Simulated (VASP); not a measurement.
**Sb (space group Im-3m): computed properties**

All values below come from r2SCAN meta-GGA, VASP's PBE PAW potentials (set 64) (plane waves; VASP).

For Sb, the space group is Im-3m (229), the cell is a = 3.775 Å, b = 3.775 Å, c = 3.775 Å, α = 90.00°, β = 90.00°, γ = 90.00° and the volume per atom comes out as 26.90 Å^3/atom. The band gap (over mesh and band path) is none (metal, semimetal or under 0.01 eV). The density is 7.52 g/cm³.

Sb is taken in the cubic space group Im-3m (No. 229), the bcc (W type) structure, Pearson symbol cI2. Cell: a = b = c = 3.775 Å, α = β = γ = 90.00°. Sb on 2a sees 8 Sb at 3.269 Å (cubic). (Neighbours: up to the widest gap in distance over summed covalent radii, below 1.35, at either atom.)
(The calculation used a cell of 1 atom; values per cell refer to that cell.)

Unless said otherwise, spin-orbit coupling is left out, though it shifts the bands of the heavy elements here.

The structure comes from a computed database's Sb entry (Im-3m); how it stands against other phases isn't given here. It was relaxed first. Symmetry was kept, so distortions that lower it aren't found.
